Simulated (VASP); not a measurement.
The system is PmTe.

```xyz
2
Lattice="3.7629 0.0000 0.0000 0.0000 3.7629 0.0000 0.0000 0.0000 3.7629" Properties=species:S:1:pos:R:3 pbc="T T T"
Pm    0.0000    0.0000    0.0000
Te    1.8815    1.8815    1.8815
```

The cell comes from a database or a generator and needn't be the stable form of this composition.

Base run:

| Quantity | Value |
| --- | --- |
| Program | VASP 6.6.1 |
| Functional | LDA |
| Potentials or basis | VASP PAW PBE potentials, release 64 (Pm, Te) |
| Cutoff | 520 eV |
| k mesh | 5 × 5 × 5 |
| Occupations | gaussian, width 0.05 eV |
| Spin | collinear spin, random start |
| Starting moments | [-3.06, 0.0] μB |
| Hubbard terms | Pm f U = 2 eV |

Its results: pressure 3.3 GPa; net moment -4.87 μB per cell; site moments Pm -4.57; Te +0.06 μB.

Problem. The run is repeated on the same cell with these changes: hubbard terms from Pm f U = 2 eV to Pm f U = 3 eV; moments at the start from [-3.06, 0.0] to [-2.09, 0.0]. What comes out?

Solution. Pressure 3.9 GPa; net moment -4.87 μB per cell; site moments Pm -4.58; Te +0.05 μB.

Caveats: the magnetic or orbital state may not be the lowest; the PAW data sets were made with another functional, which shifts forces and pressure a little; the U is typed as a test and isn't derived for this compound.
